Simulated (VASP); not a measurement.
These are LDA (Ceperley-Alder, Perdew-Zunger), VASP's LDA PAW potentials (set 64) (plane waves; VASP 6.6.1) values and carry that method's errors.

Input for VASP

**KPOINTS**
```
K-points
0
Gamma
  7 7 7
```

### INCAR
```
! general
SYSTEM =CeO2
PREC   =Accurate
ENCUT  =620
LREAL  =.FALSE.
LASPH  =.TRUE.

! electronic loop
EDIFF  =1E-6
NELM   =100
ALGO   =Normal
LMAXMIX=6

! smearing
ISMEAR =0
SIGMA  =0.05

! ions
IBRION =2
NSW    =40
ISIF   =3
EDIFFG =-0.02
PSTRESS=450

! output
LWAVE  =.FALSE.
LCHARG =.FALSE.
```

POSCAR:
```
CeO2
1.0
  0.0000000000   2.5803659353   2.5803659353
  2.5803659353   0.0000000000   2.5803659353
  2.5803659353   2.5803659353   0.0000000000
Ce O
1 2
Cartesian
  0.0000000000   0.0000000000   0.0000000000
  1.2901829677   1.2901829677   1.2901829677
  3.8705489030   3.8705489030   3.8705489030
```

POTCAR, in this order: Ce O (LDA.64 set). Program: vasp_std.

Problem. What will the output report for the number of irreducible k-points (NKPTS), largest plane-wave count, number of space-group operations, FFT grid (NGX, NGY, NGZ)?

Solution. 
```json
{
 "number of irreducible k-points (NKPTS)": "20",
 "largest_plane_wave_count": "1243",
 "number_of_space_group_operations": "48",
 "FFT grid (NGX, NGY, NGZ)": "30 × 30 × 30"
}
```

The compound is CeO2 in the fluorite structure. This run relaxes it under an external pressure of 45 GPa. Symmetry was kept, so distortions that lower it aren't found. The run is not spin-polarised, so no magnetic state was tried.
